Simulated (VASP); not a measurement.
Wanted: the native input for a VASP 6.6.1 run.

| Quantity | Value |
| --- | --- |
| Task | band structure |
| Functional | PBEsol |
| Potentials or basis | VASP PAW PBE potentials, release 64 (Ti_sv, N, C) |
| Cutoff | 520 eV |
| k mesh | 9 × 9 × 8 |
| Occupations | methfessel-paxton, width 0.1 eV |
| Spin | no spin polarisation |
| Further INCAR settings | ALGO = Normal; EDIFF = 1e-07; NBANDS = 80 |

The structure of Ti8C3N5 lies in POSCAR:

```
Ti8C3N5                                 
1.0
   -4.2365207687      4.2365207687      0.0000000000
   -4.2365207687      0.0000000000      4.2365207687
    0.0037300440      4.2402508127      4.2402508127
  Ti              N               C             
     8     5     3
Direct
     0.9999943585357798    0.9999943585357798    0.0021037477742851
     0.4979075351541482    0.9999943585357798    0.0021037477742851
     0.9999943585357798    0.4979075351541482    0.0021037477742851
     0.9999911825707670    0.9999911825707670    0.5000264522876989
     0.5000088174292330    0.5000088174292330    0.9999735477123011
     0.5000056414642202    0.0020924648458518    0.4978962522257149
     0.0020924648458518    0.5000056414642202    0.4978962522257149
     0.5000056414642202    0.5000056414642202    0.4978962522257149
     0.7500000000000000    0.7500000000000000    0.7500000000000000
     0.2500000000000000    0.7500000000000000    0.7500000000000000
     0.7500000000000000    0.2500000000000000    0.7500000000000000
     0.7500000000000000    0.7500000000000000    0.2500000000000000
     0.2500000000000000    0.2500000000000000    0.7500000000000000
     0.2500000000000000    0.7500000000000000    0.2500000000000000
     0.7500000000000000    0.2500000000000000    0.2500000000000000
     0.2500000000000000    0.2500000000000000    0.2500000000000000
```

The cell was built by a generator and needn't be a form met in nature.

These files were run (other wordings do the same):

INCAR

```
PREC     = Accurate       # precision mode
ENCUT    = 520            # plane-wave cutoff, eV
EDIFF    = 1E-7           # SCF threshold, eV
ISMEAR   = 1              # smearing method
SIGMA    = 0.1            # smearing width, eV
LREAL    = F              # projectors in reciprocal space
LASPH    = T              # aspherical terms in the spheres
NELM     = 80             # most SCF steps
ALGO     = Normal         # electronic algorithm
ISIF     = 2              # what is computed and relaxed
LWAVE    = F              # write WAVECAR
LCHARG   = F              # write CHGCAR
LMAXMIX  = 4              # l up to which the mixer works
GGA      = PS             # functional
NBANDS   = 80             # bands
ICORELEVEL= 1            
KPAR     = 4
```

KPOINTS

```
Automatic mesh
0
Gamma
  9 9 8
```

KPOINTS_OPT

```
explicit points
6
Reciprocal
 0.0000000000  0.0000000000  0.0000000000 1
 0.3750000000  0.3750000000  0.7500000000 1
 0.5000000000  0.5000000000  0.5000000000 1
 0.6250000000  0.2500000000  0.6250000000 1
 0.5000000000  0.2500000000  0.7500000000 1
 0.5000000000  0.0000000000  0.5000000000 1
```

Potentials or basis: VASP PAW PBE potentials, release 64 (Ti_sv, N, C).

Run with:

```bash
$ cat potpaw_PBE.64/Ti_sv/POTCAR potpaw_PBE.64/N/POTCAR potpaw_PBE.64/C/POTCAR > POTCAR
$ mpirun -np 4 vasp_std > vasp.out
```

It gave:

| Item | Value |
| --- | --- |
| Pressure | 0.1 GPa |
| Largest force | 0.003 eV/Å |
| Band gap along the path | none (metal or under the smearing width) |

Caveat: the PAW data sets were made with another functional, which shifts forces and pressure a little.

Wall time 20 min on 4 MPI ranks on AMD EPYC 7R43 64-Core Processor (Zen 3) (shared host), peak memory 2.4 GiB a rank.
